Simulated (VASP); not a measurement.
# Ti2Ge5Ru (P6/mmm) in VASP: further runs

Runs on Ti2Ge5Ru. Level: PBE. Tasks: relaxation of cell and atoms.

Everything below comes from runs of VASP 6.6.1. Logs are shortened: lines on timing, memory, paths and dates and some standing lists are left out, and cuts for length are marked.

## Step 1: The crystal as given

Symmetry: P6/mmm, No. 191, hexagonal system. The conventional cell has a = 5.021 Å, b = 5.021 Å, c = 7.807 Å, α = 90.00°, β = 90.00°, γ = 120.00°. Ti (site symmetry -6m2) has 3 Ru at 2.90 Å and 3 Ti at 2.90 Å as nearest neighbours. Around Ge (site symmetry 6/mmm) lie 2 Ge at 1.99 Å. Around Ge (site symmetry -6m2) lie 6 Ge at 2.90 Å. Ge (site symmetry 6mm) has 1 Ru at 1.91 Å and 1 Ge at 1.99 Å as nearest neighbours. Ru (site symmetry 6/mmm) has 2 Ge at 1.91 Å as nearest neighbours.

The cell was built by a generator and needn't be a form met in nature.

## Step 2: Relaxation of cell and atoms, PBE

INCAR

```
SYSTEM = Ti2Ge5Ru
PREC     = Normal         ! precision mode
ENCUT    = 520            ! plane-wave cutoff, eV
EDIFF    = 1E-4           ! SCF threshold, eV
ISMEAR   = 0              ! smearing method
SIGMA    = 0.15           ! smearing width, eV
LREAL    = .FALSE.        ! projectors in reciprocal space
LASPH    = .TRUE.         ! aspherical terms in the spheres
NELM     = 60             ! most SCF steps
ALGO     = Fast           ! electronic algorithm
ISIF     = 3              ! what is computed and relaxed
LWAVE    = .FALSE.        ! write WAVECAR
LCHARG   = .FALSE.        ! write CHGCAR
GGA      = PE             ! functional
IBRION   = 2              ! ionic algorithm
NSW      = 24             ! ionic steps
EDIFFG   = -0.08          ! ionic threshold
```

KPOINTS

```
regular mesh
0
G
  4 4 3
  0 0 0
```

POSCAR

```
Ti2Ge5Ru
1.0
    5.0208277600      0.0000000000      0.0000000000
   -2.5104138800      4.3481643900      0.0000000000
    0.0000000000      0.0000000000      7.8067411400
Ti Ge Ru
2 5 1
Direct
    0.3333333300      0.6666666700      0.5000000000
    0.6666666700      0.3333333300      0.5000000000
    0.0000000000      0.0000000000      0.0000000000
    0.3333333300      0.6666666700      0.0000000000
    0.6666666700      0.3333333300      0.0000000000
    0.0000000000      0.0000000000      0.7451689500
    0.0000000000      0.0000000000      0.2548310500
    0.0000000000      0.0000000000      0.5000000000
```

Potentials or basis: VASP PAW PBE potentials, release 64 (Ti_sv, Ge_d, Ru_pv).

Launch:

```bash
cat potpaw_PBE.64/Ti_sv/POTCAR potpaw_PBE.64/Ge_d/POTCAR potpaw_PBE.64/Ru_pv/POTCAR > POTCAR
mpirun -np 1 vasp_std > vasp.out
```

OUTCAR:

```text
SYSTEM = Ti2Ge5Ru
   PREC = Normal
   ENCUT = 520
   EDIFF = 1E-4
   ISMEAR = 0
   LREAL = .FALSE.
   LASPH = .TRUE.
   NELM = 60
   ISIF = 3
   GGA = PE
   IBRION = 2
   NSW = 24
   EDIFFG = -0.08

 ion  position               nearest neighbor table
   1  0.333  0.667  0.500-   8 2.90   2 2.90   2 2.90   8 2.90   8 2.90   2 2.90
   2  0.667  0.333  0.500-   1 2.90   8 2.90   1 2.90   8 2.90   8 2.90   1 2.90
   3  0.000  0.000  0.000-   6 1.99   7 1.99   4 2.90   5 2.90   5 2.90   4 2.90   5 2.90   4 2.90

   4  0.333  0.667  0.000-   3 2.90   5 2.90   5 2.90   3 2.90   3 2.90   5 2.90
   5  0.667  0.333  0.000-   4 2.90   3 2.90   4 2.90   3 2.90   3 2.90   4 2.90
   6  0.000  0.000  0.745-   8 1.91   3 1.99
   7  0.000  0.000  0.255-   8 1.91   3 1.99
   8  0.000  0.000  0.500-   6 1.91   7 1.91   1 2.90   2 2.90   2 2.90   1 2.90   2 2.90   1 2.90

  LATTYP: Found a hexagonal cell.
 ALAT       =     5.0208277600
 C/A-ratio  =     1.5548713306

  Lattice vectors:

 A1 = (   5.0208277600,   0.0000000000,   0.0000000000)
 A2 = (  -2.5104138800,   4.3481643900,   0.0000000000)
 A3 = (   0.0000000000,   0.0000000000,   7.8067411400)

Analysis of symmetry for initial positions (statically):
=====================================================================
 Subroutine PRICEL returns:
 Original cell was already a primitive cell.

 Routine SETGRP: Setting up the symmetry group for a
 hexagonal supercell.

 Subroutine GETGRP returns: Found 24 space group operations
 (whereof 24 operations were pure point group operations)
 out of a pool of 24 trial point group operations.

The static configuration has the point symmetry D_6h.

Analysis of symmetry for dynamics (positions and initial velocities):
=====================================================================
 Subroutine PRICEL returns:
 Original cell was already a primitive cell.

 Routine SETGRP: Setting up the symmetry group for a
 hexagonal supercell.

 Subroutine GETGRP returns: Found 24 space group operations
 (whereof 24 operations were pure point group operations)
 out of a pool of 24 trial point group operations.

The dynamic configuration has the point symmetry D_6h.

 Subroutine INISYM returns: Found 24 space group operations
 (whereof 24 operations are pure point group operations),
 and found     1 'primitive' translations

----------------------------------------------------------------------------------------

                                     Primitive cell

  volume of cell :     170.4320

  direct lattice vectors                    reciprocal lattice vectors
     5.020827760  0.000000000  0.000000000     0.199170346  0.114991053  0.000000000
    -2.510413880  4.348164390  0.000000000     0.000000000  0.229982105  0.000000000
     0.000000000  0.000000000  7.806741140     0.000000000  0.000000000  0.128094423

  length of vectors
     5.020827760  5.020827762  7.806741140     0.229982105  0.229982105  0.128094423

  position of ions in fractional coordinates (direct lattice)
     0.333333330  0.666666670  0.500000000
     0.666666670  0.333333330  0.500000000
     0.000000000  0.000000000  0.000000000
     0.333333330  0.666666670  0.000000000
     0.666666670  0.333333330  0.000000000
     0.000000000  0.000000000  0.745168950
     0.000000000  0.000000000  0.254831050
     0.000000000  0.000000000  0.500000000

  ion indices of the primitive-cell ions
   primitive index   ion index
                 1           1
                 2           2
                 3           3
                 4           4
                 5           5
                 6           6
                 7           7
                 8           8

----------------------------------------------------------------------------------------

 KPOINTS: regular mesh

Automatic generation of k-mesh.
 Grid dimensions read from file:
 generate k-points for:    4    4    3

 Generating k-lattice:

  Cartesian coordinates                     Fractional coordinates (reciprocal lattice)
     0.049792586  0.028747763  0.000000000     0.250000000 -0.000000000  0.000000000
     0.000000000  0.057495526  0.000000000     0.000000000  0.250000000  0.000000000
     0.000000000  0.000000000  0.042698141     0.000000000  0.000000000  0.333333333

  Length of vectors
     0.057495526  0.057495526  0.042698141

  Shift w.r.t. Gamma in fractional coordinates (k-lattice)
     0.000000000  0.000000000  0.000000000

 Subroutine IBZKPT returns following result:
 ===========================================

 Found      8 irreducible k-points:

 Following reciprocal coordinates:
            Coordinates               Weight
  0.000000  0.000000  0.000000      1.000000
  0.250000 -0.000000  0.000000      6.000000
  0.500000 -0.000000  0.000000      3.000000
  0.250000  0.250000  0.000000      6.000000
  0.000000  0.000000  0.333333      2.000000
  0.250000 -0.000000  0.333333     12.000000
  0.500000 -0.000000  0.333333      6.000000
  0.250000  0.250000  0.333333     12.000000
   k-points           NKPTS =      8   k-points in BZ     NKDIM =      8   number of bands    NBANDS=     64
   number of dos      NEDOS =    301   number of ions     NIONS =      8
   total plane-waves  NPLWV =  37632
   dimension x,y,z NGX =    28 NGY =   28 NGZ =   48
   dimension x,y,z NGXF=    56 NGYF=   56 NGZF=   96
   ions per type =               2   5   1
   NGX,Y,Z   is equivalent  to a cutoff of   9.27,  9.27, 10.22 a.u.
   NGXF,Y,Z  is equivalent  to a cutoff of  18.54, 18.54, 20.44 a.u.
 SYSTEM =  Ti2Ge5Ru
   PREC   = normal    normal or accurate (medium, high low for compatibility)
   ISTART =      0    job   : 0-new  1-cont  2-samecut
   ICHARG =      2    charge: 1-file 2-atom 10-const
   ISPIN  =      1    spin polarized calculation?
   LNONCOLLINEAR =      F non collinear calculations
   LSORBIT =      F    spin-orbit coupling
   LASPH  =      T    aspherical Exc in radial PAW
   ENCUT  =  520.0 eV  38.22 Ry    6.18 a.u.   9.34  9.34 14.52*2*pi/ulx,y,z
   NELM   =     60;   NELMIN=  2; NELMDL= -5     # of ELM steps
   EDIFF  = 0.1E-03   stopping-criterion for ELM
   LREAL  =      F    real-space projection
   EDIFFG = -.8E-01   stopping-criterion for IOM
   NSW    =     24    number of steps for IOM
   IBRION =      2    ionic relax: 0-MD 1-quasi-New 2-CG
   NFREE  =      1    steps in history (QN), initial steepest desc. (CG)
   ISIF   =      3    stress and relaxation
   ISYM   =      2    0-nonsym 1-usesym 2-fastsym
   POTIM  = 0.5000    time-step for ionic-motion
   TEBEG  =    0.0;   TEEND  =   0.0 temperature during run
   PSTRESS=    0.0 pullay stress
   NELECT =     108.0000    total number of electrons
   NUPDOWN=      -1.0000    fix difference up-down
   EMIN   =  10.00;   EMAX   =-10.00  energy-range for DOS
   EFERMI =   0.00;   METHOD = LEGACY
   ISMEAR =     0;   SIGMA  =   0.15  broadening in eV -4-tet -1-fermi 0-gaus
   EFERMI_NEDOS =   21; number of points for ismear=-14 and -15
   IALGO  =     68    algorithm
   IMIX   =      4    mixing-type and parameters
     AMIX     =   0.40;   BMIX     =  1.00
     AMIX_MAG =   1.60;   BMIX_MAG =  1.00
  volume/ion in A,a.u.               =      21.30       143.77
  Fermi-wavevector in a.u.,A,eV,Ry     =   1.406152  2.657243 26.902318  1.977265
  Thomas-Fermi vector in A             =   2.528542
   LORBIT       =      0    0 simple, 1 ext, 2 COOP (PROOUT), +10 PAW based schemes
   GGA     = PE    functional components
   LHFCALC =     F    Hartree Fock is set to
   AEXX    =    0.0000 exact exchange contribution
   IVDW    =     0    specifies the selected vdW correction
   LEPSILON=     F    determine dielectric tensor
   LRPA    =     F    only Hartree local field effects (RPA)
 conjugate gradient relaxation of ions
 non-spin polarized calculation
 RMM-DIIS sequential band-by-band and
 Gauss-broadening in eV      SIGMA  =   0.15
  energy-cutoff  :      520.00
  volume of cell :      170.43
 maximum number of plane-waves:      4601
   NGX = 19   NGY = 19   NGZ = 29

--------------------------------------- Ionic step        1  -------------------------------------------

 number of electron     107.9999946 magnetization

 Free energy of the ion-electron system (eV)
  ---------------------------------------------------
  ext. energy  EPLUGINS =         0.00000000
  ---------------------------------------------------
  free energy    TOTEN  =       -35.73657586 eV

  energy without entropy =      -35.59087393  energy(sigma->0) =      -35.66372490

 E-fermi :   5.9746     XC(G=0): -10.4594

 val. band max:        5.9629196722   @ k =   0.5000  -0.0000   0.0000
 cond. band min:       6.0402350396   @ k =   0.2500   0.2500   0.0000
 fundamental gap:      0.0773153673
 Fermi energy:         5.9746416815
[... 575 lines left out ...]
--------------------------------------- Ionic step        2  -------------------------------------------

 number of electron     108.0000259 magnetization

------------------------ aborting loop EDIFF was not reached (unconverged)  ----------------------------

  FORCE on cell =-STRESS in cart. coord.  units (eV):
  Direction    XX          YY          ZZ          XY          YZ          ZX
  --------------------------------------------------------------------------------------
  -------------------------------------------------------------------------------------
  Total        0.4771433      0.4771433    -28.9633747      0.0000000      0.0000000      0.0000000
  in kB        3.3424921      3.3424921   -202.8947269      0.0000000      0.0000000      0.0000000
  external PRESSURE =     -65.4032475 kB  Pullay stress =       0.0000000 kB
[... 29 lines left out ...]
--------------------------------------- Ionic step        3  -------------------------------------------

 number of electron     107.9999973 magnetization

------------------------ aborting loop EDIFF was not reached (unconverged)  ----------------------------

  FORCE on cell =-STRESS in cart. coord.  units (eV):
  Direction    XX          YY          ZZ          XY          YZ          ZX
  --------------------------------------------------------------------------------------
  -------------------------------------------------------------------------------------
  Total      -10.6548919    -10.6548919      4.1803459      0.0000000     -0.0000000      0.0000000
  in kB      -85.3673239    -85.3673240     33.4930612      0.0000000     -0.0000000      0.0000000
  external PRESSURE =     -45.7471956 kB  Pullay stress =       0.0000000 kB
[... 569 lines left out ...]
     63      97.3637      0.00000
     64     101.6114      0.00000

[... ionic steps 4 to 10 ...]

--------------------------------------- Ionic step       11  -------------------------------------------

 number of electron     107.9999818 magnetization

------------------------ aborting loop because EDIFF is reached ----------------------------------------
[... 79 lines left out ...]
--------------------------------------- Ionic step       13  -------------------------------------------

 number of electron     107.9999873 magnetization

 Free energy of the ion-electron system (eV)
  ---------------------------------------------------
  ext. energy  EPLUGINS =         0.00000000
  ---------------------------------------------------
  free energy    TOTEN  =       -42.86353177 eV

  energy without entropy =      -42.75818333  energy(sigma->0) =      -42.81085755

 E-fermi :   4.8784     XC(G=0):  -9.8852

 val. band max:        4.8199192254   @ k =   0.2500  -0.0000   0.0000
 cond. band min:       4.8842870233   @ k =   0.2500   0.2500   0.3333
 fundamental gap:      0.0643677979
 Fermi energy:         4.8783532221
[... 569 lines left out ...]
  FREE ENERGIE OF THE ION-ELECTRON SYSTEM (eV)
  ---------------------------------------------------
  free  energy   TOTEN  =       -42.8635317733 eV

  energy  without entropy=      -42.7581833267  energy(sigma->0) =      -42.81085755

 reached required accuracy - stopping structural energy minimisation
```

It took 24 min on 1 thread of Intel Xeon Platinum 8488C (Sapphire Rapids), shared host; peak memory 0.25 GiB.

Results:

| Quantity | Value |
| --- | --- |
| Free energy | -42.8635 eV |
| Relaxed volume | 23.74 Å³/atom |
| Relaxed cell | a = 4.724 Å, b = 4.724 Å, c = 9.828 Å, α = 90.00°, β = 90.00°, γ = 120.00° |
| Space group after relaxing (to 0.05 Å) | P6/mmm (No. 191) |
| Energy gained by relaxing | 890.9 meV/atom |
| Ionic steps | 13 |
| Pressure after relaxing | 0.2 GPa |
| Largest force after relaxing | 0.031 eV/Å |
| Band gap on the k mesh | none (metal or under the smearing width) |

Forces in eV/Å, atoms in the order of the input:
```
Ti   0.000  0.000  0.000
Ti   0.000  0.000  0.000
Ge   0.000  0.000  0.000
Ge   0.000  0.000  0.000
Ge   0.000  0.000  0.000
Ge   0.000  0.000  0.031
Ge   0.000  0.000 -0.031
Ru   0.000  0.000  0.000
```

Stress tensor (GPa, compression positive):
```
0.36 0.00 0.00
0.00 0.36 0.00
0.00 0.00 0.02
```

The path:
```
step  energy change (eV)  largest force (eV/Å)  pressure (GPa)  volume (Å³)
   1              0.0000                4.9648           20.36       170.43
   2             -3.7570                1.2563           -6.54       228.71
   3             -5.6200                3.8509           -4.57       199.97
   4             -5.6107                3.7498           -4.63       202.59
   5             -5.6569                3.8752           -4.36       200.88
   6             -6.6949                1.8591            0.27       188.46
   7             -6.7070                1.6611            1.26       187.04
   8             -7.0542                0.2671           -0.09       189.45
   9             -7.0680                0.0990            0.35       189.69
  10             -7.0681                0.2825            0.41       190.15
  11             -7.1251                0.0542            0.33       189.81
  12             -7.1267                0.1161            0.15       189.98
  13             -7.1270                0.0310            0.25       189.92
```

Final structure:
```cif
data_structure
_symmetry_space_group_name_H-M 'P 1'
_symmetry_Int_Tables_number 1
_cell_length_a 4.7238
_cell_length_b 4.7238
_cell_length_c 9.8282
_cell_angle_alpha 90.000
_cell_angle_beta 90.000
_cell_angle_gamma 120.000
_cell_volume 189.92
loop_
_atom_site_label
_atom_site_type_symbol
_atom_site_fract_x
_atom_site_fract_y
_atom_site_fract_z
_atom_site_occupancy
Ti1 Ti 0.33333 0.66667 0.50000 1
Ti2 Ti 0.66667 0.33333 0.50000 1
Ge1 Ge 0.00000 0.00000 0.00000 1
Ge2 Ge 0.33333 0.66667 0.00000 1
Ge3 Ge 0.66667 0.33333 0.00000 1
Ge4 Ge 0.00000 0.00000 0.73602 1
Ge5 Ge 0.00000 0.00000 0.26398 1
Ru1 Ru 0.00000 0.00000 0.50000 1
```

Levels at points of the mesh, in eV from the Fermi level:
```
           k point  band 52  band 53  band 54  band 55  band 56  band 57
(0.00, 0.00, 0.00)    -1.60    -0.77    -0.77    -0.23    -0.23     0.13
(0.50, 0.00, 0.00)    -0.67    -0.48     0.05     0.23     0.95     1.15
```

Caveat: the k mesh is coarse (spacing up to 0.36 Å⁻¹), so the values aren't converged; the relaxation stopped at a loose force limit of 0.08 eV/Å, so its end isn't a converged minimum.

## Step 3: Relaxation of cell and atoms, PBE

This run uses another cell than the first one, of 17.66 Å³/atom, 0.829 times its volume.

INCAR is that of step 2.

KPOINTS

```
regular mesh
0
G
  5 5 2
  0 0 0
```

POSCAR

```
Ti2Ge5Ru
1.0
    4.3212253000      0.0000000000      0.0000000000
   -2.1606126500      3.7422908900      0.0000000000
    0.0000000000      0.0000000000      8.7350981200
Ti Ge Ru
2 5 1
Direct
    0.3333333300      0.6666666700      0.0000000000
    0.6666666700      0.3333333300      0.0000000000
    0.3333333300      0.6666666700      0.7286833400
    0.6666666700      0.3333333300      0.7286833400
    0.6666666700      0.3333333300      0.2713166600
    0.3333333300      0.6666666700      0.2713166600
    0.0000000000      0.0000000000      0.0000000000
    0.0000000000      0.0000000000      0.5000000000
```

Potentials or basis: VASP PAW PBE potentials, release 64 (Ti_sv, Ge_d, Ru_pv).

Launch:

```bash
cat potpaw_PBE.64/Ti_sv/POTCAR potpaw_PBE.64/Ge_d/POTCAR potpaw_PBE.64/Ru_pv/POTCAR > POTCAR
mpirun -np 1 vasp_std > vasp.out
```

Wall time 19 min (1 thread of Intel Xeon Platinum 8488C (Sapphire Rapids), shared host); peak memory 0.24 GiB.

Results (log left out):

```
Free energy                            : -45.1997 eV
Relaxed volume                         : 17.94 Å³/atom
Relaxed cell                           : a = 4.502 Å, b = 4.502 Å, c = 8.178 Å, α = 90.00°, β = 90.00°, γ = 120.00°
Space group after relaxing (to 0.05 Å) : P6/mmm (No. 191)
Energy gained by relaxing              : 444.8 meV/atom
Ionic steps                            : 13
Pressure after relaxing                : 0.4 GPa
Largest force after relaxing           : 0.045 eV/Å
Band gap on the k mesh                 : none (metal or under the smearing width)
```

Forces in eV/Å, atoms in the order of the input:
```
Ti   0.000  0.000  0.000
Ti   0.000  0.000  0.000
Ge   0.000  0.000 -0.045
Ge   0.000  0.000 -0.045
Ge   0.000  0.000  0.045
Ge   0.000  0.000  0.045
Ge   0.000  0.000  0.000
Ru   0.000  0.000  0.000
```

Stress tensor (GPa, compression positive):
```
0.53 0.00 0.00
0.00 0.53 0.00
0.00 0.00 0.07
```

The path:
| step | energy change (eV) | largest force (eV/Å) | pressure (GPa) | volume (Å³) |
| --- | --- | --- | --- | --- |
| 1 | 0.0000 | 3.3160 | 13.41 | 141.26 |
| 2 | -1.3847 | 0.8663 | -7.65 | 173.66 |
| 3 | -1.5620 | 1.2653 | -3.92 | 164.25 |
| 4 | -2.1596 | 1.2362 | -3.62 | 158.32 |
| 5 | -3.3903 | 0.6795 | 2.03 | 141.09 |
| 6 | -3.2974 | 0.2269 | 7.09 | 134.18 |
| 7 | -3.4095 | 0.4349 | 4.58 | 138.56 |
| 8 | -3.3104 | 0.6570 | -1.11 | 148.33 |
| 9 | -3.5319 | 0.0317 | 1.08 | 142.15 |
| 10 | -3.5339 | 0.0789 | 0.75 | 142.82 |
| 11 | -3.5343 | 0.0258 | 1.96 | 142.63 |
| 12 | -3.5358 | 0.0680 | 0.27 | 142.73 |
| 13 | -3.5588 | 0.0448 | 0.38 | 143.55 |

Final structure:
```
Ti Ge Ru
1.0
     4.50206    0.00000    0.00000
    -2.25103    3.89890    0.00000
     0.00000    0.00000    8.17787
Ti Ge Ru
2 5 1
Direct
  0.33333 0.66667 0.00000
  0.66667 0.33333 0.00000
  0.33333 0.66667 0.66830
  0.66667 0.33333 0.66830
  0.66667 0.33333 0.33170
  0.33333 0.66667 0.33170
  0.00000 0.00000 0.00000
  0.00000 0.00000 0.50000
```

Levels at points of the mesh, in eV from the Fermi level:
```
           k point  band 50  band 51  band 52  band 53  band 54  band 55  band 56  band 57  band 58  band 59
(0.00, 0.00, 0.00)    -1.55    -1.45    -0.37     0.08     0.38     0.38     1.03     1.04     1.35     1.36
(0.00, 0.00, 0.50)    -1.15    -0.99    -0.27    -0.27    -0.15     0.79     0.81     0.85     0.90     1.28
```

Caveat: the relaxation stopped at a loose force limit of 0.08 eV/Å, so its end isn't a converged minimum.
